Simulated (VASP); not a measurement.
Consider the following.

```xyz
3
Lattice="1.9024 -3.2951 0.0000 1.9024 3.2951 0.0000 0.0000 0.0000 5.9092" Properties=species:S:1:pos:R:3 pbc="T T T"
Sn     0.0000     0.0000     0.0000
Se     1.9024     1.0984     1.5756
Se     1.9024    -1.0984     4.3335
```

These are LDA (Ceperley-Alder, Perdew-Zunger), VASP's LDA PAW potentials (set 64) (plane waves; VASP) values and carry that method's errors. Numerical set-up: 520 eV cut-off, 8×8×4 Γ-centred mesh, tetrahedra with Blöchl corrections, potentials Sn_d Se.

Predict the energy per atom (σ→0).

```json
{
  "energy per atom (σ→0)": "-4.598 eV/atom"
}
```

Only differences to runs with the same potentials and settings are physical.

The compound is SnSe2 in the 1T layered structure. It was relaxed first.
